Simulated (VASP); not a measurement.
AlB3P4, 8 atoms in the cell. Symmetry: P-4m2, No. 115, tetragonal system. Conventional cell: a = 3.357 Å, b = 3.357 Å, c = 9.788 Å, α = 90.00°, β = 90.00°, γ = 90.00°. Al (site symmetry -4m2) is surrounded by 4 P at 2.30 Å. B (site symmetry 2mm) has 4 P at 2.00 to 2.02 Å as nearest neighbours. B (site symmetry -4m2) has 4 P at 2.01 Å as nearest neighbours. Around P (site symmetry 2mm) lie 4 B at 2.01 to 2.02 Å. Around P (site symmetry 2mm) lie 2 B at 2.00 Å and 2 Al at 2.30 Å. The cell was built by a generator and needn't be a form met in nature.

| Quantity | Value |
| --- | --- |
| Program | VASP 6.6.1 |
| Task | relaxation of cell and atoms |
| Functional | PBE |
| Potentials or basis | VASP PAW PBE potentials, release 64 (Al, B, P) |
| Cutoff | 520 eV |
| k mesh | 10 × 10 × 4 |
| Occupations | gaussian, width 0.1 eV |
| Spin | no spin polarisation |
| Further INCAR settings | ALGO = Normal; EDIFF = 1e-06; IBRION = 2; EDIFFG = -0.01; NSW = 90; ISIF = 3 |

Potentials or basis: VASP PAW PBE potentials, release 64 (Al, B, P).

The run is started by

```bash
$ cat potpaw_PBE.64/Al/POTCAR potpaw_PBE.64/B/POTCAR potpaw_PBE.64/P/POTCAR > POTCAR
$ mpirun -np 4 vasp_std > vasp.out
```

Hardware: 4 MPI ranks on Intel(R) Xeon(R) 6975P-C (Granite Rapids), with other jobs on the host.

Question: How long does it take, and how much memory?

Answer: Run time: 48 s on 4 MPI ranks on Intel(R) Xeon(R) 6975P-C (Granite Rapids), with other jobs on the host, peak memory 0.32 GiB a rank. Counts: scf iterations 34, k points 63, ion steps 5.
